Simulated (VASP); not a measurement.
ZnSe:

```
Zn Se
1.0
     0.00000    2.83380    2.83380
     2.83380    0.00000    2.83380
     2.83380    2.83380    0.00000
Zn Se
1 1
Direct
  0.00000 0.00000 0.00000
  0.25000 0.25000 0.25000
```

| Quantity | Value |
| --- | --- |
| Program | VASP 6.6.1 |
| Task | relaxation of cell and atoms |
| Functional | PBE |
| Potentials or basis | VASP PAW PBE potentials, release 64 (Zn, Se) |
| Cutoff | 520 eV |
| k mesh | 10 × 10 × 10 |
| Occupations | gaussian, width 1 eV |
| Spin | no spin polarisation |

At the start: pressure 2.5 GPa; volume 22.76 Å³/atom.

Problem. How do energy, volume and symmetry change on relaxing?

Solution. Over 5 steps the energy falls by 6.7 meV/atom and the volume is 23.68 Å³/atom (+4.0 %); space group F-43m (No. 216, to 0.05 Å).

Step by step:
| step | energy change (eV) | largest force (eV/Å) | pressure (GPa) | volume (Å³) |
| --- | --- | --- | --- | --- |
| 1 | 0.0000 | 0.0000 | 2.46 | 45.51 |
| 2 | -0.0125 | 0.0000 | -0.57 | 47.86 |
| 3 | -0.0135 | 0.0000 | 0.02 | 47.35 |
| 4 | -0.0135 | 0.0000 | -0.03 | 47.38 |
| 5 | -0.0135 | 0.0000 | 0.01 | 47.35 |

Final structure:
```cif
data_structure
_symmetry_space_group_name_H-M 'P 1'
_symmetry_Int_Tables_number 1
_cell_length_a 4.0609
_cell_length_b 4.0609
_cell_length_c 4.0609
_cell_angle_alpha 60.000
_cell_angle_beta 60.000
_cell_angle_gamma 60.000
_cell_volume 47.35
loop_
_atom_site_label
_atom_site_type_symbol
_atom_site_fract_x
_atom_site_fract_y
_atom_site_fract_z
_atom_site_occupancy
Zn1 Zn 0.00000 0.00000 0.00000 1
Se1 Se 0.25000 0.25000 0.25000 1
```
